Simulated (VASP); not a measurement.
**MgO (Periclase): dielectric tensor with PBE**

**The experiment to reproduce.**

From “Infrared Optical Properties of Ferropericlase (Mg1-xFexO): Experiment and Theory”, 2007, arxiv:0704.2267, for a bulk crystal of MgO at 295 K: high-frequency dielectric constant 2.95 ± 0.1.

The system is MgO (Periclase).

```
CELL_PARAMETERS angstrom
0.00000 2.12248 2.12248
2.12248 0.00000 2.12248
2.12248 2.12248 0.00000
ATOMIC_POSITIONS crystal
Mg 0.00000 0.00000 0.00000
O 0.50000 0.50000 0.50000
```

```
Program                : VASP 6.6.1
Task                   : dielectric tensor
Functional             : PBE
Potentials or basis    : VASP PAW PBE potentials, release 64 (Mg, O)
Cutoff                 : 600 eV
k mesh                 : 18 × 18 × 18
Occupations            : gaussian, width 0.03 eV
Spin                   : no spin polarisation
Monkhorst-Pack mesh    : yes
Further INCAR settings : ALGO = Normal; EDIFF = 1e-08
```

The electronic dielectric tensor (diagonal) is 3.16 and the born charges (mean of the diagonal) is Mg +1.98; O -1.98 e.

Levels at points of the mesh, in eV from the valence-band top:
```
           k point  band 1  band 2  band 3  band 4  band 5  band 6  band 7  band 8
(0.03, 0.03, 0.03)  -17.13   -0.05    0.00    0.00    4.57   15.53   15.69   15.69
```

Electronic dielectric tensor:
```
3.16 0.00 0.00
0.00 3.16 0.00
0.00 0.00 3.16
```

Born effective charge tensors (e):
atom 1, Mg
```
1.98 0.00 0.00
0.00 1.98 0.00
0.00 0.00 1.98
```
atom 2, O
```
-1.98  0.00  0.00
 0.00 -1.98  0.00
 0.00  0.00 -1.98
```

Wall time 6.9 min on 1 thread of Intel(R) Xeon(R) Platinum 8559C (Emerald Rapids), on a shared host, peak memory 0.81 GiB.

A measured high-frequency dielectric constant of MgO is 2.95 (295 K; “Infrared Optical Properties of Ferropericlase (Mg1-xFexO): Experiment and Theory”, 2007, arxiv:0704.2267); the calculated 3.16 misses it by +7.1 %.
